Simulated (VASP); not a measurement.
OSZICAR of a VASP run on Bi (a7):

### OSZICAR
```
...
DAV:  27    -0.157114788800E+03    0.47312E-03   -0.92183E-04  1684   0.325E-01    0.825E-02
DAV:  28    -0.157114841155E+03   -0.52355E-04   -0.74612E-04  1710   0.269E-01    0.694E-02
DAV:  29    -0.157114410986E+03    0.43017E-03   -0.88089E-04  1672   0.282E-01    0.435E-02
DAV:  30    -0.157114366883E+03    0.44103E-04   -0.13319E-04  1774   0.118E-01    0.325E-02
DAV:  31    -0.157114464404E+03   -0.97521E-04   -0.10327E-04  1681   0.913E-02    0.335E-02
DAV:  32    -0.157114404699E+03    0.59705E-04   -0.26950E-05  1672   0.531E-02    0.285E-02
DAV:  33    -0.157114345291E+03    0.59407E-04   -0.62668E-05  1678   0.734E-02    0.211E-02
DAV:  34    -0.157114317122E+03    0.28169E-04   -0.78637E-05  1675   0.913E-02    0.105E-02
DAV:  35    -0.157114296569E+03    0.20553E-04   -0.40010E-05  1672   0.718E-02    0.647E-03
DAV:  36    -0.157114289121E+03    0.74483E-05   -0.15435E-05  1702   0.436E-02    0.298E-03
DAV:  37    -0.157114287811E+03    0.13100E-05   -0.19448E-05  1684   0.413E-02    0.413E-03
DAV:  38    -0.157114287432E+03    0.37847E-06   -0.21261E-06  1764   0.137E-02    0.456E-03
DAV:  39    -0.157114286973E+03    0.45957E-06   -0.19856E-06  1681   0.122E-02    0.303E-03
DAV:  40    -0.157114287705E+03   -0.73195E-06   -0.97911E-06  1675   0.264E-02    0.134E-03
DAV:  41    -0.157114286898E+03    0.80647E-06   -0.81410E-07  1386   0.885E-03    0.102E-03
DAV:  42    -0.157114285739E+03    0.11592E-05   -0.19419E-07  1290   0.480E-03    0.623E-04
DAV:  43    -0.157114284881E+03    0.85756E-06   -0.73684E-08   845   0.316E-03    0.319E-04
DAV:  44    -0.157114284694E+03    0.18703E-06   -0.20038E-07  1326   0.443E-03    0.142E-04
DAV:  45    -0.157114284367E+03    0.32774E-06   -0.39486E-08   842   0.211E-03    0.206E-04
DAV:  46    -0.157114284392E+03   -0.25390E-07   -0.23580E-08   845   0.181E-03
   1 F= -.15711428E+03 E0= -.15711428E+03  d E =-.157114E+03
       N       E                     dE             d eps       ncg     rms          rms(c)
DAV:   1    -0.157143661198E+03   -0.29377E-01   -0.26059E+00  1786   0.120E+01    0.263E-01
DAV:   2    -0.157132426865E+03    0.11234E-01   -0.24039E-01  1856   0.618E+00    0.196E-01
DAV:   3    -0.157121903521E+03    0.10523E-01   -0.51166E-02  1672   0.241E+00    0.122E-01
DAV:   4    -0.157127041105E+03   -0.51376E-02   -0.50575E-02  1672   0.218E+00    0.822E-02
DAV:   5    -0.157120564982E+03    0.64761E-02   -0.48256E-02  1672   0.198E+00    0.393E-02
DAV:   6    -0.157120106322E+03    0.45866E-03   -0.26193E-03  1714   0.501E-01    0.215E-02
DAV:   7    -0.157120007910E+03    0.98412E-04   -0.17158E-03  1672   0.560E-01    0.697E-03
DAV:   8    -0.157119868986E+03    0.13892E-03   -0.12997E-03  1672   0.417E-01    0.730E-03
DAV:   9    -0.157119792455E+03    0.76531E-04   -0.23137E-04  1678   0.141E-01    0.504E-03
DAV:  10    -0.157119791531E+03    0.92429E-06   -0.11234E-05  1789   0.334E-02    0.350E-03
DAV:  11    -0.157119792868E+03   -0.13377E-05   -0.14308E-05  1672   0.446E-02    0.127E-03
DAV:  12    -0.157119793465E+03   -0.59674E-06   -0.14607E-05  1672   0.426E-02    0.191E-03
DAV:  13    -0.157119790083E+03    0.33824E-05   -0.57638E-06  1672   0.234E-02    0.125E-03
DAV:  14    -0.157119789327E+03    0.75525E-06   -0.15248E-07  1424   0.410E-03    0.103E-03
DAV:  15    -0.157119787276E+03    0.20517E-05   -0.13953E-07  1145   0.401E-03    0.627E-04
DAV:  16    -0.157119785745E+03    0.15303E-05   -0.71383E-08   863   0.314E-03    0.342E-04
DAV:  17    -0.157119784927E+03    0.81831E-06   -0.85307E-08   935   0.362E-03    0.174E-04
DAV:  18    -0.157119785002E+03   -0.75251E-07   -0.48035E-08   836   0.269E-03
   2 F= -.15711979E+03 E0= -.15711979E+03  d E =-.550061E-02
       N       E                     dE             d eps       ncg     rms          rms(c)
DAV:   1    -0.157162747745E+03   -0.42963E-01   -0.63346E+00  1816   0.186E+01    0.403E-01
DAV:   2    -0.157146590009E+03    0.16158E-01   -0.46620E-01  1824   0.851E+00    0.292E-01
DAV:   3    -0.157127641616E+03    0.18948E-01   -0.11106E-01  1672   0.355E+00    0.186E-01
DAV:   4    -0.157139236084E+03   -0.11594E-01   -0.11369E-01  1672   0.326E+00    0.126E-01
DAV:   5    -0.157124774390E+03    0.14462E-01   -0.10384E-01  1672   0.288E+00    0.588E-02
DAV:   6    -0.157124040713E+03    0.73368E-03   -0.48786E-03  1714   0.703E-01    0.336E-02
DAV:   7    -0.157123634304E+03    0.40641E-03   -0.38308E-03  1672   0.807E-01    0.964E-03
DAV:   8    -0.157123365763E+03    0.26854E-03   -0.19262E-03  1672   0.510E-01    0.775E-03
DAV:   9    -0.157123269412E+03    0.96351E-04   -0.31572E-04  1690   0.173E-01    0.661E-03
DAV:  10    -0.157123268506E+03    0.90528E-06   -0.35583E-05  1774   0.608E-02    0.405E-03
DAV:  11    -0.157123270748E+03   -0.22417E-05   -0.40731E-05  1678   0.817E-02    0.266E-03
DAV:  12    -0.157123272200E+03   -0.14522E-05   -0.25539E-05  1672   0.555E-02    0.425E-03
DAV:  13    -0.157123261792E+03    0.10409E-04   -0.23457E-05  1672   0.479E-02    0.210E-03
DAV:  14    -0.157123257330E+03    0.44620E-05   -0.29637E-06  1714   0.170E-02    0.679E-04
DAV:  15    -0.157123254229E+03    0.31007E-05   -0.47744E-07  1372   0.789E-03    0.396E-04
DAV:  16    -0.157123254239E+03   -0.98321E-08   -0.45633E-08   896   0.275E-03
   3 F= -.15712325E+03 E0= -.15712325E+03  d E =-.896985E-02
       N       E                     dE             d eps       ncg     rms          rms(c)
DAV:   1    -0.157125082364E+03   -0.18281E-02   -0.10752E-01  1732   0.251E+00    0.577E-02
DAV:   2    -0.157124144446E+03    0.93792E-03   -0.15557E-02  1736   0.155E+00    0.455E-02
DAV:   3    -0.157123438917E+03    0.70553E-03   -0.28913E-03  1675   0.551E-01    0.271E-02
DAV:   4    -0.157123777127E+03   -0.33821E-03   -0.30473E-03  1672   0.507E-01    0.224E-02
DAV:   5    -0.157123314605E+03    0.46252E-03   -0.22009E-03  1672   0.394E-01    0.678E-03
DAV:   6    -0.157123314051E+03    0.55319E-06   -0.15655E-04  1708   0.159E-01    0.578E-03
DAV:   7    -0.157123302454E+03    0.11597E-04   -0.44739E-05  1672   0.851E-02    0.328E-03
DAV:   8    -0.157123296381E+03    0.60734E-05   -0.53787E-05  1675   0.800E-02    0.169E-03
DAV:   9    -0.157123291451E+03    0.49299E-05   -0.15679E-05  1684   0.366E-02    0.138E-03
DAV:  10    -0.157123291475E+03   -0.23976E-07   -0.74007E-07  1422   0.825E-03
   4 F= -.15712329E+03 E0= -.15712329E+03  d E =-.900708E-02
       N       E                     dE             d eps       ncg     rms          rms(c)
DAV:   1    -0.157123431255E+03   -0.13980E-03   -0.82535E-03  1729   0.701E-01    0.161E-02
DAV:   2    -0.157123359192E+03    0.72064E-04   -0.11912E-03  1784   0.430E-01    0.126E-02
DAV:   3    -0.157123302040E+03    0.57151E-04   -0.21718E-04  1675   0.153E-01    0.753E-03
DAV:   4    -0.157123330919E+03   -0.28878E-04   -0.25638E-04  1672   0.147E-01    0.651E-03
DAV:   5    -0.157123291417E+03    0.39502E-04   -0.16990E-04  1672   0.109E-01    0.177E-03
DAV:   6    -0.157123289852E+03    0.15649E-05   -0.13642E-05  1696   0.481E-02    0.162E-03
DAV:   7    -0.157123288484E+03    0.13677E-05   -0.39440E-06  1675   0.252E-02    0.902E-04
DAV:   8    -0.157123287234E+03    0.12504E-05   -0.39074E-06  1687   0.215E-02    0.465E-04
DAV:   9    -0.157123286681E+03    0.55238E-06   -0.11721E-06  1582   0.978E-03    0.358E-04
DAV:  10    -0.157123286692E+03   -0.10943E-07   -0.45602E-08   908   0.213E-03
   5 F= -.15712329E+03 E0= -.15712329E+03  d E =-.900230E-02
       N       E                     dE             d eps       ncg     rms          rms(c)
DAV:   1    -0.157124729773E+03   -0.14431E-02   -0.75998E-02  1801   0.239E+00    0.200E-01
DAV:   2    -0.157126296368E+03   -0.15666E-02   -0.75958E-03  1974   0.116E+00    0.142E-01
DAV:   3    -0.157134762190E+03   -0.84658E-02   -0.74845E-02  1672   0.257E+00    0.162E-01
DAV:   4    -0.157124983177E+03    0.97790E-02   -0.16314E-02  1672   0.117E+00    0.720E-02
DAV:   5    -0.157123812797E+03    0.11704E-02   -0.26066E-03  1672   0.477E-01    0.289E-02
DAV:   6    -0.157123552364E+03    0.26043E-03   -0.12839E-03  1690   0.361E-01    0.810E-03
DAV:   7    -0.157123466256E+03    0.86108E-04   -0.25280E-04  1675   0.166E-01    0.402E-03
DAV:   8    -0.157123466798E+03   -0.54241E-06   -0.16882E-05  1800   0.512E-02    0.311E-03
DAV:   9    -0.157123467297E+03   -0.49920E-06   -0.58897E-06  1690   0.273E-02    0.197E-03
DAV:  10    -0.157123467136E+03    0.16157E-06   -0.97488E-06  1678   0.318E-02    0.584E-04
DAV:  11    -0.157123466862E+03    0.27399E-06   -0.10054E-06  1699   0.106E-02    0.330E-04
DAV:  12    -0.157123466838E+03    0.23972E-07   -0.13873E-07  1281   0.464E-03
   6 F= -.15712347E+03 E0= -.15712347E+03  d E =-.180145E-03
       N       E                     dE             d eps       ncg     rms          rms(c)
DAV:   1    -0.157123909795E+03   -0.44293E-03   -0.25069E-02  1801   0.137E+00    0.115E-01
DAV:   2    -0.157124435148E+03   -0.52535E-03   -0.25479E-03  1990   0.676E-01    0.817E-02
DAV:   3    -0.157127584980E+03   -0.31498E-02   -0.26681E-02  1672   0.154E+00    0.961E-02
DAV:   4    -0.157124011287E+03    0.35737E-02   -0.59779E-03  1672   0.709E-01    0.418E-02
DAV:   5    -0.157123581521E+03    0.42977E-03   -0.11077E-03  1672   0.313E-01    0.146E-02
DAV:   6    -0.157123519189E+03    0.62331E-04   -0.33857E-04  1690   0.191E-01    0.582E-03
DAV:   7    -0.157123490326E+03    0.28863E-04   -0.95770E-05  1675   0.967E-02    0.238E-03
DAV:   8    -0.157123491122E+03   -0.79558E-06   -0.61061E-06  1792   0.299E-02    0.195E-03
DAV:   9    -0.157123492018E+03   -0.89642E-06   -0.33596E-06  1681   0.218E-02    0.125E-03
DAV:  10    -0.157123491345E+03    0.67321E-06   -0.47935E-06  1678   0.234E-02    0.343E-04
DAV:  11    -0.157123491312E+03    0.32505E-07   -0.23463E-07  1362   0.493E-03
   7 F= -.15712349E+03 E0= -.15712349E+03  d E =-.204620E-03
```

Task: Which electronic solver shows in the log?

Result: It is blocked Davidson (ALGO = Normal, or the opening steps of other solvers). The INCAR had ALGO = Normal.

Task: Can the final energy be trusted as converged?

Result: Self-consistency was reached. It stopped with EDIFF = 1E-7, NELM = 100, NSW = 30 and EDIFFG = -0.01 after 7 ionic steps (SCAN meta-GGA, plane waves, VASP's PBE PAW potentials (set 64)).

The compound is Bi in the a7 structure. This cell is one point of a volume scan, at 0.94 of the reference volume. Symmetry was kept, so distortions that lower it aren't found.
